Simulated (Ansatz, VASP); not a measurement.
**FeSnF6: VASP beside Ansatz**

Wanted: the spread between two codes on one cell, functional and k mesh.

Calculated with Ansatz 0.2.0; plane waves, with VASP 6.6.1 beside it; single point at r2SCAN, DFT+U.

In doubt: on Fe and Co compounds r2SCAN can change the orbital order between nearby geometries, unless the shell is half filled, which bears on forces and vibrations.

### Step 1. Set-up

Symmetry: R-3, No. 148, trigonal system. The conventional cell has a = 5.270 Å, b = 5.270 Å, c = 14.063 Å, α = 90.00°, β = 90.00°, γ = 120.00°. Sn has 6 F at 2.01 Å nearest. Fe has 6 F at 2.39 Å nearest. Nearest to F lie 1 Sn at 2.01 Å and 1 Fe at 2.39 Å. Nearest to F lie 1 Sn at 2.01 Å and 1 Fe at 2.39 Å. Farther neighbours and most contacts between anions are not listed.

### Step 2. VASP: single point, r2SCAN, DFT+U

A single point gives forces, pressure and levels at one fixed geometry, so differences don't come from the geometry; what else differs is listed under the comparison.

Lines of VASP's logs that name or quote its potential files are left out, and so is its time.

File INCAR:

```
SYSTEM = FeSnF6
PREC = Normal
ENCUT = 480
EDIFF = 1E-06
NELM = 150
ISMEAR = 0
SIGMA = 0.05
LREAL = .FALSE.
ALGO = Normal
METAGGA = R2SCAN
LASPH = .TRUE.
NBANDS = 67
ISPIN = 2
MAGMOM = 0 0 3 3 0 0 0 0 0 0 0 0 0 0 0 0
LDAU = .TRUE.
LDAUTYPE = 2
LDAUL = -1 2 -1
LDAUU = 0 3 0
LDAUJ = 0 0 0
LDAUPRINT = 1
LMAXMIX = 4
LORBIT = 11
LWAVE = .FALSE.
LCHARG = .TRUE.
KPAR = 2
AMIX = 0.2
BMIX = 1E-04
AMIX_MAG = 0.8
BMIX_MAG = 1E-04
```

File POSCAR:

```
FeSnF6
1.0
    2.6350000000      1.5213179593      4.6876666667
   -2.6350000000      1.5213179593      4.6876666667
    0.0000000000     -6.0852718372      9.3753333334
Sn Fe F
2 2 12
Direct
    0.0000000000      0.0000000000      0.0000000000
    0.0000000000      0.0000000000      0.5000000000
    0.5000000000      0.5000000000      0.2500000000
    0.5000000000      0.5000000000      0.7500000000
    0.1910000000      0.9810000000      0.2895000000
    0.1910000000      0.9810000000      0.7895000000
    0.9810000000      0.5790000000      0.0955000000
    0.9810000000      0.5790000000      0.5955000000
    0.5790000000      0.1910000000      0.4905000000
    0.5790000000      0.1910000000      0.9905000000
    0.8090000000      0.0190000000      0.2105000000
    0.8090000000      0.0190000000      0.7105000000
    0.0190000000      0.4210000000      0.4045000000
    0.0190000000      0.4210000000      0.9045000000
    0.4210000000      0.8090000000      0.0095000000
    0.4210000000      0.8090000000      0.5095000000
```

File KPOINTS:

```
Automatic mesh
0
Gamma
4 4 2
0 0 0
```

The projector-augmented-wave data sets are Sn, Fe and F (PBE family, release 64).

Run with:

```bash
$ mpirun -np 2 vasp_std
```

Numbers of over 12 decimals in the logs are rounded to 6 here.

What it wrote:

```text
[banner, memory and clock lines left out]
running    2 mpi-ranks, on    1 nodes
 distrk:  each k-point on    1 cores,    2 groups
 distr:  one band on    1 cores,    1 groups

 POSCAR found type information on POSCAR SnFeF
 POSCAR found :  3 types and      16 ions
|                                                                             |
|               ----> ADVICE to this user running VASP <----                  |
|                                                                             |
|     You enforced a specific xc type in the INCAR file but a different       |
|     [... a line on the potential file left out ...]
|     I HOPE YOU KNOW WHAT YOU ARE DOING!                                     |
|                                                                             |

 LDA part: xc-table for (None), standard interpolation
|                                                                             |
|           W    W    AA    RRRRR   N    N  II  N    N   GGGG   !!!           |
|           W    W   A  A   R    R  NN   N  II  NN   N  G    G  !!!           |
|           W    W  A    A  R    R  N N  N  II  N N  N  G       !!!           |
|           W WW W  AAAAAA  RRRRR   N  N N  II  N  N N  G  GGG   !            |
|           WW  WW  A    A  R   R   N   NN  II  N   NN  G    G                |
|           W    W  A    A  R    R  N    N  II  N    N   GGGG   !!!           |
|                                                                             |
|     Your reciprocal lattice and k-lattice belong to different lattice       |
|     classes:                                                                |
|                                                                             |
|        The reciprocal lattice is base-centered monoclinic,                  |
|        whereas your k-lattice is rhombohedral (trigonal).                   |
|                                                                             |
|     Results are often still useful ...                                      |
|                                                                             |

 POSCAR, INCAR and KPOINTS ok, starting setup
 FFT: planning ... GRIDC
 FFT: planning ... GRID_SOFT
 FFT: planning ... GRID
 WAVECAR not read
 entering main loop
       N       E                     dE             d eps       ncg     rms          rms(c)
DAV:   1     0.110603838789E+04    0.11060E+04   -0.52578E+04  5360   0.154E+03
DAV:   2    -0.407795642799E+02   -0.11468E+04   -0.10644E+04  6108   0.419E+02
DAV:   3    -0.192346814087E+03   -0.15157E+03   -0.14817E+03  6263   0.174E+02
DAV:   4    -0.198059009011E+03   -0.57122E+01   -0.56107E+01  6728   0.385E+01
DAV:   5    -0.198260001790E+03   -0.20099E+00   -0.20013E+00  6885   0.639E+00    0.333E+01
DAV:   6    -0.149982971406E+03    0.48277E+02   -0.63492E+01  7381   0.350E+01    0.258E+01
DAV:   7    -0.149722293656E+03    0.26068E+00   -0.59895E+00  6396   0.111E+01    0.189E+01
DAV:   8    -0.151222965979E+03   -0.15007E+01   -0.25785E+00  7728   0.143E+01    0.115E+01
DAV:   9    -0.151611313798E+03   -0.38835E+00   -0.81061E-01  6261   0.545E+00    0.627E+00
DAV:  10    -0.151840575015E+03   -0.22926E+00   -0.29824E-01  7477   0.520E+00    0.182E+00
DAV:  11    -0.151891004828E+03   -0.50430E-01   -0.56931E-02  6760   0.188E+00    0.107E+00
DAV:  12    -0.151902904113E+03   -0.11899E-01   -0.27753E-02  7066   0.162E+00    0.351E-01
DAV:  13    -0.151904428831E+03   -0.15247E-02   -0.40281E-03  6448   0.306E-01    0.247E-01
DAV:  14    -0.151905012867E+03   -0.58404E-03   -0.24774E-04  7477   0.256E-01    0.126E-01
DAV:  15    -0.151905293818E+03   -0.28095E-03   -0.27203E-04  7413   0.138E-01    0.283E-02
DAV:  16    -0.151905334016E+03   -0.40198E-04   -0.33847E-05  7328   0.531E-02    0.133E-02
DAV:  17    -0.151905336690E+03   -0.26740E-05   -0.52501E-06  5535   0.133E-02    0.896E-03
DAV:  18    -0.151905341699E+03   -0.50093E-05   -0.44073E-06  4616   0.157E-02    0.583E-03
DAV:  19    -0.151905342461E+03   -0.76180E-06   -0.10986E-06  3202   0.652E-03
   1 F= -.15190534E+03 E0= -.15190534E+03  d E =-.111795E-13  mag=     8.0000
```

From OUTCAR (step 2):

```text
ion  position               nearest neighbor table
   1  0.000  0.000  0.000-   6 2.01  11 2.01   7 2.01  14 2.01  10 2.01  15 2.01
   2  0.000  0.000  0.500-   5 2.01  12 2.01   8 2.01  13 2.01   9 2.01  16 2.01
   3  0.500  0.500  0.250-   9 2.39  15 2.39  13 2.39   7 2.39   5 2.39  11 2.39
   4  0.500  0.500  0.750-  10 2.39  16 2.39  14 2.39   8 2.39   6 2.39  12 2.39
   5  0.191  0.981  0.289-   2 2.01   3 2.39
   6  0.191  0.981  0.789-   1 2.01   4 2.39
   7  0.981  0.579  0.096-   1 2.01   3 2.39
   8  0.981  0.579  0.596-   2 2.01   4 2.39
   9  0.579  0.191  0.490-   2 2.01   3 2.39
  10  0.579  0.191  0.990-   1 2.01   4 2.39
  11  0.809  0.019  0.211-   1 2.01   3 2.39
  12  0.809  0.019  0.711-   2 2.01   4 2.39
  13  0.019  0.421  0.404-   2 2.01   3 2.39
  14  0.019  0.421  0.904-   1 2.01   4 2.39
  15  0.421  0.809  0.010-   1 2.01   3 2.39
  16  0.421  0.809  0.510-   2 2.01   4 2.39

  LATTYP: Found a base centered monoclinic cell.
 ALAT       =     9.8566986586
 B/A-ratio  =     0.5346617750
 C/A-ratio  =     0.9260613591
 COS(beta)  =    -0.3086871197

 Subroutine GETGRP returns: Found  2 space group operations
 (whereof  2 operations were pure point group operations)

The static configuration has the point symmetry S_2 .

 Found     20 irreducible k-points:

   k-points           NKPTS =     20   k-points in BZ     NKDIM =     20   number of bands    NBANDS=     67

   dimension x,y,z NGX =    30 NGY =   30 NGZ =   60
   dimension x,y,z NGXF=    60 NGYF=   60 NGZF=  120

   ENCUT  =  480.0 eV  35.28 Ry    5.94 a.u.   9.98  9.98 19.97*2*pi/ulx,y,z

   NELECT =     108.0000    total number of electrons

 k-points in reciprocal lattice and weights: Automatic mesh
   0.00000000  0.00000000  0.00000000       0.031
   0.25000000  0.00000000  0.00000000       0.062
  -0.00000000 -0.25000000  0.00000000       0.062
   0.50000000  0.00000000  0.00000000       0.031
   0.00000000  0.50000000  0.00000000       0.031
   0.25000000  0.25000000  0.00000000       0.062
   0.50000000  0.25000000 -0.00000000       0.062
  -0.25000000  0.50000000  0.00000000       0.062
  -0.25000000  0.25000000  0.00000000       0.062
[...]
-0.25000000  0.25000000  0.50000000       0.062
   0.50000000  0.50000000  0.50000000       0.031

atom =   3  type =  2  l = 2

 onsite density matrix

spin component  1

  0.9724  0.0075 -0.0000 -0.0003 -0.0000
  0.0075  0.9735  0.0000 -0.0000 -0.0003
 -0.0000  0.0000  0.9633  0.0001  0.0000
 -0.0003 -0.0000  0.0001  0.9735 -0.0075
 -0.0000 -0.0003  0.0000 -0.0075  0.9724

spin component  2

  0.0221  0.0145 -0.0005 -0.0017 -0.0000
  0.0145  0.0203  0.0004 -0.0000 -0.0017
 -0.0005  0.0004  0.9546  0.0026  0.0050
 -0.0017 -0.0000  0.0026  0.0204 -0.0145
 -0.0000 -0.0017  0.0050 -0.0145  0.0221

 occupancies and eigenvectors

  o =  0.0066  v =  0.0000  0.0000  0.0000  0.0000  0.0000 -0.6851  0.7255 -0.0006 -0.0624  0.0206      0.0000  0.0000  0.0000  0.0000  0.0000  0.0000  0.0000  0.0000  0.0000  0.0000
  o =  0.0066  v =  0.0000  0.0000  0.0000  0.0000  0.0000  0.0209  0.0626 -0.0057  0.7246  0.6860      0.0000  0.0000  0.0000  0.0000  0.0000  0.0000  0.0000  0.0000  0.0000  0.0000
  o =  0.0358  v =  0.0000  0.0000  0.0000  0.0000  0.0000  0.7190  0.6848  0.0006  0.0293 -0.1153      0.0000  0.0000  0.0000  0.0000  0.0000  0.0000  0.0000  0.0000  0.0000  0.0000
  o =  0.0359  v =  0.0000  0.0000  0.0000  0.0000  0.0000 -0.1152 -0.0294  0.0019  0.6857 -0.7181      0.0000  0.0000  0.0000  0.0000  0.0000  0.0000  0.0000  0.0000  0.0000  0.0000
  o =  0.9546  v =  0.0000  0.0000  0.0000  0.0000  0.0000 -0.0005  0.0004  1.0000  0.0027  0.0054      0.0000  0.0000  0.0000  0.0000  0.0000  0.0000  0.0000  0.0000  0.0000  0.0000
  o =  0.9633  v = -0.0021  0.0030 -0.9992  0.0297  0.0281  0.0000  0.0000  0.0000  0.0000  0.0000      0.0000  0.0000  0.0000  0.0000  0.0000  0.0000  0.0000  0.0000  0.0000  0.0000
  o =  0.9655  v = -0.7290  0.6754 -0.0010 -0.0877 -0.0688  0.0000  0.0000  0.0000  0.0000  0.0000      0.0000  0.0000  0.0000  0.0000  0.0000  0.0000  0.0000  0.0000  0.0000  0.0000
  o =  0.9655  v = -0.0687  0.0877  0.0410  0.6746  0.7286  0.0000  0.0000  0.0000  0.0000  0.0000      0.0000  0.0000  0.0000  0.0000  0.0000  0.0000  0.0000  0.0000  0.0000  0.0000
  o =  0.9805  v = -0.6789 -0.7315 -0.0002 -0.0329  0.0544  0.0000  0.0000  0.0000  0.0000  0.0000      0.0000  0.0000  0.0000  0.0000  0.0000  0.0000  0.0000  0.0000  0.0000  0.0000
[...]
6 -82.6467       7 -82.6454       8 -82.6454       9 -82.6457      10 -82.6457
      11 -82.6467      12 -82.6467      13 -82.6454      14 -82.6454      15 -82.6457
      16 -82.6457

 E-fermi :  -0.8740

 spin component 1
 k-point     1 :       0.0000    0.0000    0.0000
  band No.  band energies     occupation
    ...
     54      -2.6140      1.00000
     55      -2.6134      1.00000
     56      -2.5965      1.00000
     57      -2.5705      1.00000
     58      -2.5651      1.00000
     59       1.8050      0.00000
     60       4.0461      0.00000
     61       4.2078      0.00000
     62       5.9052      0.00000
     63       7.6219      0.00000
    ...

 k-point     2 :       0.2500    0.0000    0.0000
  band No.  band energies     occupation
    ...
     54      -2.7159      1.00000
     55      -2.6300      1.00000
     56      -2.5976      1.00000
     57      -2.5529      1.00000
     58      -2.4984      1.00000
     59       2.6172      0.00000
     60       3.9065      0.00000
     61       4.7530      0.00000
     62       5.3736      0.00000
     63       7.7018      0.00000
    ...

 k-point     3 :      -0.0000   -0.2500    0.0000
  band No.  band energies     occupation
    ...
     54      -2.7156      1.00000
     55      -2.7121      1.00000
     56      -2.6305      1.00000
     57      -2.5530      1.00000
     58      -2.5106      1.00000
     59       2.6172      0.00000
     60       3.8871      0.00000
     61       4.7611      0.00000
     62       5.3737      0.00000
     63       7.7613      0.00000
    ...

 k-point     4 :       0.5000    0.0000    0.0000
  band No.  band energies     occupation
    ...
     54      -2.7608      1.00000
     55      -2.5961      1.00000
     56      -2.5643      1.00000
     57      -2.4924      1.00000
     58      -2.4651      1.00000
     59       4.0429      0.00000
     60       4.0459      0.00000
     61       4.2078      0.00000
     62       5.0954      0.00000
     63       7.0950      0.00000
    ...

 k-point     5 :       0.0000    0.5000    0.0000
  band No.  band energies     occupation
    ...
     54      -2.7600      1.00000
     55      -2.5975      1.00000
     56      -2.5639      1.00000
     57      -2.4929      1.00000
     58      -2.4659      1.00000
     59       4.0431      0.00000
     60       4.0461      0.00000
     61       4.2079      0.00000
     62       5.0951      0.00000
     63       7.0949      0.00000
    ...

 k-point     6 :       0.2500    0.2500    0.0000
  band No.  band energies     occupation
    ...
     54      -2.7161      1.00000
     55      -2.6842      1.00000
     56      -2.6228      1.00000
     57      -2.5249      1.00000
     58      -2.5066      1.00000
     59       2.8056      0.00000
     60       3.4527      0.00000
     61       4.8279      0.00000
     62       5.4032      0.00000
     63       7.7400      0.00000
    ...

  Total      -18.1504709    -18.1450179    -10.6570984      0.0023645      0.0069221      0.0139365
  in kB     -128.9614479   -128.9227030    -75.7200653      0.0167999      0.0491824      0.0990210
  external PRESSURE =    -111.2014054 kB  Pullay stress =       0.0000000 kB

  energy-cutoff  :      480.00
  volume of cell :      225.50
      direct lattice vectors                 reciprocal lattice vectors
     2.635000000  1.521317959  4.687666667     0.189753321  0.109554131  0.071108583
    -2.635000000  1.521317959  4.687666667    -0.189753321  0.109554131  0.071108583
     0.000000000 -6.085271837  9.375333333     0.000000000 -0.109554131  0.035554291

 POSITION                                       TOTAL-FORCE (eV/Angst)
 -----------------------------------------------------------------------------------
      0.00000      0.00000      0.00000         0.000000      0.000000      0.000000
      0.00000     -3.04264      4.68767         0.000000      0.000000      0.000000
      0.00000      0.00000      7.03150         0.000000      0.000000      0.000000
      0.00000     -3.04264     11.71917         0.000000      0.000000      0.000000
     -2.08165      0.02130      8.20810         1.094197     -0.686416      0.079457
     -2.08165     -3.02134     12.89577         1.094197     -0.686416      0.079457
      1.05927      1.79211      8.20810        -1.141589     -0.603019      0.083044
      1.05927     -1.25052     12.89577        -1.141589     -0.603019      0.083044
      1.02238     -1.81341      8.20810         0.049098      1.290120      0.081816
      1.02238     -4.85605     12.89577         0.049098      1.290120      0.081816
      2.08165     -0.02130      5.85490        -1.094197      0.686416     -0.079457
      2.08165     -3.06393     10.54256        -1.094197      0.686416     -0.079457
     -1.05927     -1.79211      5.85490         1.141589      0.603019     -0.083044
     -1.05927     -4.83475     10.54256         1.141589      0.603019     -0.083044
     -1.02238      1.81341      5.85490        -0.049098     -1.290120     -0.081816
     -1.02238     -1.22922     10.54256        -0.049098     -1.290120     -0.081816
 -----------------------------------------------------------------------------------
    total drift:                               -0.000000     -0.000000      0.000000

  FREE ENERGIE OF THE ION-ELECTRON SYSTEM (eV)
  ---------------------------------------------------
  free  energy   TOTEN  =      -151.9053424606 eV

  energy  without entropy=     -151.9053424606  energy(sigma->0) =     -151.90534246

 total charge
# of ion       s       p       d       tot
------------------------------------------
    1        0.970   1.559   0.793   3.322
    2        0.970   1.559   0.793   3.322
    3        0.134   0.120   5.885   6.138
    4        0.134   0.120   5.885   6.138
    5        1.750   4.352   0.000   6.102
    6        1.750   4.352   0.000   6.102
    7        1.750   4.352   0.000   6.102
    8        1.750   4.352   0.000   6.102
    9        1.750   4.352   0.000   6.102
   10        1.750   4.352   0.000   6.102
   11        1.750   4.352   0.000   6.102
   12        1.750   4.352   0.000   6.102
   13        1.750   4.352   0.000   6.102
   14        1.750   4.352   0.000   6.102
   15        1.750   4.352   0.000   6.102
   16        1.750   4.352   0.000   6.102
--------------------------------------------------
tot         23.205  55.584  13.354  92.144

 magnetization (x)
# of ion       s       p       d       tot
------------------------------------------
    1        0.001   0.002   0.001   0.003
    2        0.001   0.002   0.001   0.003
    3        0.020   0.011   3.813   3.844
    4        0.020   0.011   3.813   3.844
    5        0.001   0.009   0.000   0.010
    6        0.001   0.009   0.000   0.010
    7        0.001   0.009   0.000   0.010
    8        0.001   0.009   0.000   0.010
    9        0.001   0.009   0.000   0.010
   10        0.001   0.009   0.000   0.010
   11        0.001   0.009   0.000   0.010
   12        0.001   0.009   0.000   0.010
   13        0.001   0.009   0.000   0.010
   14        0.001   0.009   0.000   0.010
   15        0.001   0.009   0.000   0.010
   16        0.001   0.009   0.000   0.010
--------------------------------------------------
tot          0.052   0.128   7.628   7.809

[... 6 further parts left out ...]
```

The magnetic state follows from one typed start and may not be the lowest. The data set Sn keeps the semicore shell frozen, which is cheaper and a little less accurate.

(Continued in part 2 of 2.)

[Lines on the potential files, build, host, timing and source positions are cut from VASP's logs without a mark.]

[Logs are printed without paths, hosts, clocks, repeated set-up lines and the standing remarks that a program may print on its own settings, such as how far it seeks lower states.]

[Hosts, paths, dates, database ids (printed as entryN), source tags and the programs' standing remarks are cut or masked in the printed files.]
